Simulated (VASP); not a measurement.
Data:

```xyz
2
Lattice="0.0000 2.2610 2.2610 2.2610 0.0000 2.2610 2.2610 2.2610 0.0000" Properties=species:S:1:pos:R:3 pbc="T T T"
B      0.0000     0.0000     0.0000
P      1.1305     1.1305     1.1305
```

All values below come from SCAN meta-GGA, VASP's PBE PAW potentials (set 64) (plane waves; VASP). Numerical set-up: 520 eV cut-off, 10×10×10 Γ-centred mesh, Gaussian smearing of 0.050 eV, potentials B P.

### Question
What does the run give for the energy per atom (σ→0)?

### Answer

The energy per atom (σ→0) is -9.434 eV/atom.

The compound is BP in the zinc blende structure. It was relaxed first.
